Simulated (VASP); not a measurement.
Method: LDA (Ceperley-Alder, Perdew-Zunger), VASP's LDA PAW potentials (set 64) (plane waves; VASP 6.6.1).

VASP input:

**KPOINTS**
```
Automatic mesh
0
Gamma
11 11 9
0 0 0
```

INCAR:
```
# general
SYSTEM =HfB2
PREC   =Accurate
ENCUT  =620
LREAL  =.FALSE.   # projection in real space or not
LASPH  =.TRUE.

# electronic loop
EDIFF  =1E-6   # SCF stop (eV)
NELM   =100   # most electronic steps
ALGO   =Normal   # blocked Davidson
LMAXMIX=6   # l cut-off of mixed one-centre charges

# smearing
ISMEAR =1   # Methfessel-Paxton
SIGMA  =0.1   # width (eV)

# ions
IBRION =2
NSW    =40   # most ionic steps
ISIF   =3
EDIFFG =-0.02   # ionic stop

# output
LWAVE  =.FALSE.
LCHARG =.FALSE.
```

**POSCAR**
```
HfB2
1.0
  1.5522102261  -2.6885071999   0.0000000000
  1.5522102261   2.6885071999   0.0000000000
  0.0000000000   0.0000000000   3.4287974253
Hf B
1 2
direct
  1.0000000000   1.0000000000   0.0000000000
  0.3333330000   0.6666670000   0.5000000000
  0.6666670000   0.3333330000   0.5000000000
```

POTCAR, in this order: Hf_pv B (LDA.64 set). Program: vasp_std.

Task: What will the output report for the number of irreducible k-points (NKPTS), largest plane-wave count, number of space-group operations, FFT grid (NGX, NGY, NGZ)?

Result: 
```
Quantity                                      Result
--------------------------------------  ------------
number of irreducible k-points (NKPTS)            80
largest plane-wave count                        1017
number of space-group operations                  24
FFT grid (NGX, NGY, NGZ)                28 × 28 × 28
```

The compound is HfB2 in the AlB2 type structure. It was relaxed first.
